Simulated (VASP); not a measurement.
Crystal: ZnS.

```
Zn S
1.0
     0.00000    2.70200    2.70200
     2.70200    0.00000    2.70200
     2.70200    2.70200    0.00000
Zn S
1 1
Direct
  0.25000 0.25000 0.25000
  0.00000 0.00000 0.00000
```

| Property | Result |
| --- | --- |
| Program | VASP 6.6.1 |
| Task | relaxation of cell and atoms |
| Functional | PBE |
| Potentials or basis | VASP PAW PBE potentials, release 64 (Zn, S) |
| Cutoff | 520 eV |
| k mesh | 4 × 4 × 4 |
| Occupations | gaussian, width 0.02 eV |
| Spin | no spin polarisation |

At the start: pressure 2.1 GPa; volume 19.73 Å³/atom.

How do energy, volume and symmetry change on relaxing?

Over 3 steps the energy falls by 3.5 meV/atom and the volume is 20.28 Å³/atom (+2.8 %); space group F-43m (No. 216, to 0.05 Å).

Step by step:
```csv
step,energy change (eV),largest force (eV/Å),pressure (GPa),volume (Å³)
1,0.0000,0.0000,2.06,39.45
2,-0.0063,0.0000,-0.59,40.92
3,-0.0070,0.0000,0.00,40.57
```

Final structure:
```cif
data_structure
_symmetry_space_group_name_H-M 'P 1'
_symmetry_Int_Tables_number 1
_cell_length_a 3.8568
_cell_length_b 3.8568
_cell_length_c 3.8568
_cell_angle_alpha 60.000
_cell_angle_beta 60.000
_cell_angle_gamma 60.000
_cell_volume 40.57
loop_
_atom_site_label
_atom_site_type_symbol
_atom_site_fract_x
_atom_site_fract_y
_atom_site_fract_z
_atom_site_occupancy
Zn1 Zn 0.25000 0.25000 0.25000 1
S1 S 0.00000 0.00000 0.00000 1
```

Caveat: the k mesh is coarse (spacing up to 0.50 Å⁻¹), so the values aren't converged.
